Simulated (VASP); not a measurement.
```xyz
4
Lattice="3.0735 0.0000 0.0000 -1.5368 2.6617 0.0000 0.0000 0.0000 5.0453" Properties=species:S:1:pos:R:3 pbc="T T T"
Si     0.0000     1.7745     2.5206
Si     1.5368     0.8872     5.0432
C      0.0000     1.7745     4.4166
C      1.5368     0.8872     1.8940
```

The numbers are results of PBE GGA, VASP's PBE PAW potentials (set 64) (plane waves; VASP), not measurements. Numerical set-up: 400 eV cut-off, 6×6×4 Γ-centred mesh, Fermi-Dirac smearing of 0.020 eV, potentials Si C.

At this cut-off the stress carries a Pulay error, which pulls relaxed volumes low.

Task: Give the stress tensor in GPa (positive for a compressed cell).

Result: 
```
2.79  0.00  0.00
0.00  2.79  0.00
0.00  0.00  2.48
```
The pressure is its mean diagonal, 2.69 GPa.

The structure comes from a computed database's SiC entry (P6_3mc); how it stands against other phases isn't given here. The cell was not relaxed at this level.
